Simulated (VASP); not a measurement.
Computed with PBEsol GGA, VASP's PBE PAW potentials (set 64) (plane waves; VASP).

VASP input:

**INCAR**
```
ALGO = Normal
EDIFF = 1E-6
EDIFFG = -0.02
ENCUT = 500
GGA = PS
IBRION = 2
ISIF = 3
ISMEAR = 1
LASPH = .True.
LCHARG = .False.
LMAXMIX = 4
LREAL = .False.
LWAVE = .False.
NELM = 100
NSW = 40
PREC = Accurate
SIGMA = 0.1
SYSTEM = SnSe
```

### KPOINTS
```
Automatic mesh
0
Gamma
  10 10 10
0 0 0
```

**POSCAR**
```
SnSe
1.0
  0.0000000000   3.3267087871   3.3267087871
  3.3267087871   0.0000000000   3.3267087871
  3.3267087871   3.3267087871   0.0000000000
Sn Se
1 1
direct
  0.0000000000   0.0000000000   0.0000000000
  0.2500000000   0.2500000000   0.2500000000
```

POTCAR, in this order: Sn_d Se (PBE.64 set). Program: vasp_std.

Output of the run:

File OUTCAR:
```
 ion  position               nearest neighbor table
   1  0.000  0.000  0.000-   2 2.88   2 2.88   2 2.88   2 2.88
   2  0.250  0.250  0.250-   1 2.88   1 2.88   1 2.88   1 2.88
  LATTYP: Found a face centered cubic cell.
 ALAT       =     6.6534175742
 Subroutine PRICEL returns:
 Original cell was already a primitive cell.
 Subroutine GETGRP returns: Found 24 space group operations
The static configuration has the point symmetry T_d .
The dynamic configuration has the point symmetry T_d .
 Subroutine INISYM returns: Found 24 space group operations
 Subroutine IBZKPT returns following result:
 Found     47 irreducible k-points:

 Following reciprocal coordinates:
            Coordinates               Weight
  0.000000  0.000000  0.000000      1.000000
  0.100000  0.000000  0.000000      8.000000
  0.200000  0.000000  0.000000      8.000000
  0.300000  0.000000  0.000000      8.000000
  0.400000  0.000000  0.000000      8.000000
  0.500000  0.000000  0.000000      4.000000
  0.100000  0.100000  0.000000      6.000000
  0.200000  0.100000  0.000000     24.000000
  0.300000  0.100000  0.000000     24.000000
  0.400000  0.100000  0.000000     24.000000
  0.500000  0.100000  0.000000     24.000000
 -0.400000  0.100000  0.000000     24.000000
 -0.300000  0.100000  0.000000     24.000000
 -0.200000  0.100000  0.000000     24.000000
 -0.100000  0.100000  0.000000     12.000000
  0.200000  0.200000  0.000000      6.000000
  0.300000  0.200000  0.000000     24.000000
  0.400000  0.200000  0.000000     24.000000
  0.500000  0.200000  0.000000     24.000000
 -0.400000  0.200000  0.000000     24.000000
 -0.300000  0.200000  0.000000     24.000000
 -0.200000  0.200000  0.000000     12.000000
  0.300000  0.300000  0.000000      6.000000
  0.400000  0.300000  0.000000     24.000000
  0.500000  0.300000  0.000000     24.000000
 -0.400000  0.300000  0.000000     24.000000
 -0.300000  0.300000  0.000000     12.000000
  0.400000  0.400000  0.000000      6.000000
  0.500000  0.400000  0.000000     24.000000
 -0.400000  0.400000  0.000000     12.000000
  0.500000  0.500000  0.000000      3.000000
  0.300000  0.200000  0.100000     24.000000
  0.400000  0.200000  0.100000     48.000000
  0.500000  0.200000  0.100000     48.000000
 -0.400000  0.200000  0.100000     24.000000
  0.400000  0.300000  0.100000     24.000000
  0.500000  0.300000  0.100000     48.000000
 -0.400000  0.300000  0.100000     48.000000
 -0.300000  0.300000  0.100000     48.000000
 -0.200000  0.300000  0.100000     24.000000
   k-points           NKPTS =     47   k-points in BZ     NKDIM =     47   number of bands    NBANDS=     14
   number of dos      NEDOS =    301   number of ions     NIONS =      2
   total plane-waves  NPLWV =  46656
   dimension x,y,z NGX =    36 NGY =   36 NGZ =   36
   dimension x,y,z NGXF=    72 NGYF=   72 NGZF=   72
   ions per type =               1   1
   PREC   = accura    normal or accurate (medium, high low for compatibility)
   ISTART =      0    job   : 0-new  1-cont  2-samecut
   ICHARG =      2    charge: 1-file 2-atom 10-const
   ISPIN  =      1    spin polarized calculation?
   LNONCOLLINEAR =      F non collinear calculations
   LSORBIT =      F    spin-orbit coupling
   INIWAV =      1    electr: 0-lowe 1-rand  2-diag
   ENCUT  =  500.0 eV  36.75 Ry    6.06 a.u.   8.58  8.58  8.58*2*pi/ulx,y,z
   NELM   =    100;   NELMIN=  2; NELMDL= -5     # of ELM steps
   EDIFF  = 0.1E-05   stopping-criterion for ELM
   LREAL  =      F    real-space projection
   NLSPLINE    = F    spline interpolate recip. space projectors
   LMAXMIX     =    4 max onsite mixed and CHGCAR
...
```

### OSZICAR
```
       N       E                     dE             d eps       ncg     rms          rms(c)
DAV:   1     0.128429634380E+03    0.12843E+03   -0.96304E+03  1322   0.152E+03
DAV:   2     0.461212637533E+01   -0.12382E+03   -0.12179E+03  1406   0.351E+02
DAV:   3    -0.826727290587E+01   -0.12879E+02   -0.12647E+02  1706   0.106E+02
DAV:   4    -0.860224280350E+01   -0.33497E+00   -0.33487E+00  1424   0.197E+01
DAV:   5    -0.861328383643E+01   -0.11041E-01   -0.11041E-01  1954   0.349E+00    0.344E+00
DAV:   6    -0.832459715263E+01    0.28869E+00   -0.85523E-01  1876   0.555E+00    0.216E+00
DAV:   7    -0.831863544059E+01    0.59617E-02   -0.92440E-02  1424   0.147E+00    0.103E+00
DAV:   8    -0.831817887384E+01    0.45657E-03   -0.97841E-03  1514   0.993E-01    0.130E-01
DAV:   9    -0.831827006876E+01   -0.91195E-04   -0.24078E-03  1640   0.370E-01    0.778E-02
DAV:  10    -0.831848178116E+01   -0.21171E-03   -0.33799E-04  1406   0.131E-01    0.220E-02
DAV:  11    -0.831853404933E+01   -0.52268E-04   -0.68200E-05  1490   0.573E-02    0.658E-03
DAV:  12    -0.831853796086E+01   -0.39115E-05   -0.71231E-06  1580   0.323E-02    0.265E-03
DAV:  13    -0.831853871735E+01   -0.75649E-06   -0.11391E-06  1148   0.707E-03
   1 F= -.83185387E+01 E0= -.83186166E+01  d E =-.831854E+01
```

**OUTCAR**
```
------------------------ aborting loop because EDIFF is reached ----------------------------------------
  FORCE on cell =-STRESS in cart. coord.  units (eV):
  Direction    XX          YY          ZZ          XY          YZ          ZX
  --------------------------------------------------------------------------------------
  Total        0.0349890      0.0349890      0.0349890      0.0000000      0.0000000      0.0000000
  in kB        0.7613200      0.7613200      0.7613200      0.0000000      0.0000000      0.0000000
  external PRESSURE =       0.7613200 kB  Pullay stress =       0.0000000 kB
  volume of cell :       73.63
      direct lattice vectors                 reciprocal lattice vectors
     0.000000000  3.326708787  3.326708787    -0.150298698  0.150298698  0.150298698
     3.326708787  0.000000000  3.326708787     0.150298698 -0.150298698  0.150298698
     3.326708787  3.326708787  0.000000000     0.150298698  0.150298698 -0.150298698
 POSITION                                       TOTAL-FORCE (eV/Angst)
 -----------------------------------------------------------------------------------
      0.00000      0.00000      0.00000        -0.000000     -0.000000     -0.000000
      1.66335      1.66335      1.66335         0.000000      0.000000      0.000000
 -----------------------------------------------------------------------------------
    total drift:                               -0.000000     -0.000000     -0.000000
  FREE ENERGIE OF THE ION-ELECTRON SYSTEM (eV)
  ---------------------------------------------------
  free  energy   TOTEN  =        -8.3185387174 eV

  energy  without entropy=       -8.3187724863  energy(sigma->0) =       -8.31861664

 reached required accuracy - stopping structural energy minimisation
```
(Selected blocks of OUTCAR.)

### OUTCAR
```
 val. band max:        3.0976182571   @ k =   0.4000   0.4000   0.0000

 cond. band min:       3.1562861925   @ k =  -0.3000   0.5000   0.2000


 Fermi energy:         3.1408457181

 k-point     1 :       0.0000    0.0000    0.0000
  band No.  band energies     occupation
      1     -18.5234      2.00000
      2     -18.5234      2.00000
      3     -18.5234      2.00000
      4     -18.5067      2.00000
      5     -18.5067      2.00000
      6     -10.3290      2.00000
      7      -2.1358      2.00000
      8       0.7541      2.00000
      9       0.7541      2.00000
     10       0.7541      2.00000
     11       4.5783     -0.00000
     12       4.5783     -0.00000
     13       4.5783     -0.00000
     14       7.8216      0.00000

 k-point     2 :       0.1000    0.0000    0.0000
  band No.  band energies     occupation
      1     -18.5238      2.00000
      2     -18.5230      2.00000
      3     -18.5230      2.00000
      4     -18.5067      2.00000
      5     -18.5067      2.00000
      6     -10.2870      2.00000
      7      -2.3957      2.00000
      8       0.6903      2.00000
      9       0.6903      2.00000
     10       0.8812      2.00000
     11       4.5528     -0.00000
     12       4.6892     -0.00000
     13       4.6892     -0.00000
     14       8.2448      0.00000

 k-point     3 :       0.2000    0.0000    0.0000
  band No.  band energies     occupation
      1     -18.5249      2.00000
      2     -18.5220      2.00000
      3     -18.5220      2.00000
      4     -18.5066      2.00000
      5     -18.5066      2.00000
      6     -10.1716      2.00000
      7      -2.9711      2.00000
      8       0.5383      2.00000
      9       0.5383      2.00000
     10       1.0323      2.00000
     11       4.7511     -0.00000
     12       4.9451     -0.00000
     13       4.9451     -0.00000
     14       9.0426      0.00000

 k-point     4 :       0.3000    0.0000    0.0000
  band No.  band energies     occupation
...
```

Unless said otherwise, spin-orbit coupling is left out, though it shifts the bands of the heavy elements here.

The structure was generated: SnSe was put into the zinc blende type (F-43m), which need not be its known phase. It was relaxed first, which changed the volume by +38 %.
